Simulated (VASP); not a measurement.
Input:

```
ScTe
1.0
    3.53618     0.00000     0.00000
    0.00000     3.53618     0.00000
    0.00000     0.00000     3.53618
Sc Te
1 1
Direct
  0.00000   0.00000   0.00000
  0.50000   0.50000   0.50000
```

Level of theory: LDA (Ceperley-Alder, Perdew-Zunger), VASP's LDA PAW potentials (set 64) (plane waves; VASP). Settings: 400 eV cut-off, Gaussian smearing of 0.050 eV, potentials Sc_sv Te.

Task: Give the energies of bands 6 to 11 at the high-symmetry points, in eV from the Fermi level.

Result: 
```csv
band,Γ,X,M,R
6,-1.02,-6.76,-5.02,-5.07
7,-1.02,-1.61,-5.02,-5.07
8,-1.02,-1.61,-1.27,-5.07
9,-0.88,-0.12,0.71,1.91
10,-0.88,2.19,1.04,1.91
11,2.07,2.80,1.04,1.91
```

It has no gap at this level: it comes out as a metal or semimetal.

The structure was generated: ScTe was put into the CsCl type type (Pm-3m), which need not be its known phase. It was relaxed first, which changed the volume by -31 %. The electron count is odd and the run is not spin-polarised, which forces a metal.
